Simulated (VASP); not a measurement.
Data:

```yaml
crystal:
  lattice:
    - [-1.58389, 1.58389, 1.58389]
    - [1.58389, -1.58389, 1.58389]
    - [1.58389, 1.58389, -1.58389]
  atoms:
    - { symbol: Mo, position: [0.00000, 0.00000, 0.00000] }
```

Method: PW91 GGA, VASP's PBE PAW potentials (set 64) (plane waves; VASP). Settings: 520 eV cut-off, 16×16×16 Γ-centred mesh, first-order Methfessel-Paxton smearing of 0.10 eV, potentials Mo_sv.

**Question.** What does the run give for the energy per atom (σ→0), band gap (on the k-mesh) with the smallest direct gap where there is one?

**Answer.** 
- band gap (on the k-mesh): none (metal, semimetal or under 0.01 eV)
- energy per atom (σ→0): -10.896 eV/atom

The compound is Mo in the bcc structure. It was relaxed first.
